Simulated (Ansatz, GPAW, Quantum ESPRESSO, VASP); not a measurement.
One structure in several programs: Mo2N (I4_1/amd, 6 atoms in the cell)

Self-consistent single point.

```xyz
6
Lattice="-2.1486 2.1486 4.0140 2.1486 -2.1486 4.0140 2.1486 2.1486 -4.0140" Properties=species:S:1:pos:R:3 pbc="T T T"
Mo     0.0000     2.1486     3.9094
Mo     0.0000     0.0000     1.9023
Mo     0.0000     0.0000     6.1258
Mo     0.0000     2.1486     0.1047
N      2.1486     0.0000     2.0070
N      0.0000     0.0000     4.0140
```

Shared settings, as Ansatz (a program for electronic structure) writes them: kpoints.mp_grid.grid = 7 7 7; scf.occupations.method = fermi_dirac; scf.occupations.width = 0.0073 Ry. Potentials and cutoffs stand in the table.

```
code                                                              model  pressure (GPa)  largest force (eV/Å)   cutoff
----------------  -----------------------------------------------------  --------------  --------------------  -------
Quantum ESPRESSO   PBEsol, GBRV 1.5 ultrasoft (PBESOL) pseudopotentials          -15.70                 0.347    40 Ry
GPAW              PBEsol, GPAW PAW datasets PBEsol (made by gpaw-setup)               –                 0.368   900 eV
Ansatz                                  PBEsol, PAW files made with PBE          -15.34                 0.341  30.9 Ry
VASP                         PBEsol, VASP's PBE PAW potentials (set 64)          -17.45                 0.323   400 eV
```

A dash marks a value that a program does not give, or that is left out as unsure.

On Ansatz's run: spin polarisation is off.

The spread over the programs that give each value: pressure within 2.11 GPa; largest force within 0.045 eV/Å.

Ansatz's pressure is given at a fixed set of plane waves, as the other plane-wave codes print theirs; with its correction for the finite basis it is -15.19 GPa. The pressure of GPAW is left out: its cutoff lies under the one at which its stress was checked. In the pressure, VASP (by 1.75) lies more than 1 GPa from the median of the plane-wave programs.

VASP's run is marked for a possible Pulay error in its stress at this cutoff; no cutoff test was made.

The starting cell comes from a database of computed structures (which also holds hypothetical and non-ambient phases and stackings), without a prior relaxation at this level. Its lattice was rescaled by a random factor within 2.5 % of one.

Left out of this page: FLEUR and SIESTA (not drawn, or without a comparable value).

Keys are those of Ansatz 0.2.
